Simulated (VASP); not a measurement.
VASP ran on this input.

**POSCAR**
```
KMgF3
3.9972560
  1.0000000409   0.0000000000   0.0000000000
  0.0000000000   1.0000000409   0.0000000000
  0.0000000000   0.0000000000   1.0000000409
K Mg F
1 1 3
Cartesian
  0.0000000000   0.0000000000   0.0000000000
  0.5000000204   0.5000000204   0.5000000204
  0.5000000204   0.0000000000   0.5000000204
  0.0000000000   0.5000000204   0.5000000204
  0.5000000204   0.5000000204   0.0000000000
```

KPOINTS:
```
Automatic mesh
0
Gamma
6 6 6
0 0 0
```

### INCAR
```
AGGAC  =  0.0
ALGO  =  Normal
EDIFF  =  1E-7
ENCUT  =  520
GGA  =  MK
ISIF  =  2
ISMEAR  =  0
LASPH  =  .TRUE.
LCHARG  =  .FALSE.
LREAL  =  .FALSE.
LUSE_VDW  =  .TRUE.
LWAVE  =  .FALSE.
NELM  =  100
PARAM1  =  0.1234
PARAM2  =  1.0
PREC  =  Accurate
SIGMA  =  0.05
SYSTEM  =  KMgF3
```

POTCAR, in this order: K_sv Mg F (PBE.64 set). Program: vasp_std.

### Question
Write an equivalent input for Quantum ESPRESSO's pw.x.

### Answer
One equivalent input (not run):
```
&CONTROL
  calculation = 'scf'
  pseudo_dir = './pseudo'
  outdir = './out'
  tprnfor = .true.
  tstress = .true.
/
&SYSTEM
  ibrav = 0
  nat = 5
  ntyp = 3
  ecutwfc = 84
  occupations = 'smearing'
  smearing = 'gaussian'
  degauss = 0.003675
  input_dft = 'vdw-df-ob86'
/
&ELECTRONS
  conv_thr = 7.3e-09
  electron_maxstep = 100
/
ATOMIC_SPECIES
  K 39.098 K.upf
  Mg 24.305 Mg.upf
  F 18.998 F.upf
CELL_PARAMETERS angstrom
     3.9972562    0.0000000    0.0000000
     0.0000000    3.9972562    0.0000000
     0.0000000    0.0000000    3.9972562
ATOMIC_POSITIONS crystal
  K    0.0000000  0.0000000  0.0000000
  Mg   0.5000000  0.5000000  0.5000000
  F    0.5000000  0.0000000  0.5000000
  F    0.0000000  0.5000000  0.5000000
  F    0.5000000  0.5000000  0.0000000
K_POINTS automatic
  6 6 6 0 0 0
```
What does not carry over: the potentials are each code's own (VASP's PAW set, PseudoDojo norm-conserving files in pw.x), so ENCUT and ecutwfc are chosen apart and not converted; conv_thr bounds pw.x's estimated SCF error, while EDIFF bounds the energy change between steps.

The compound is KMgF3 in the cubic perovskite structure. It was relaxed first.
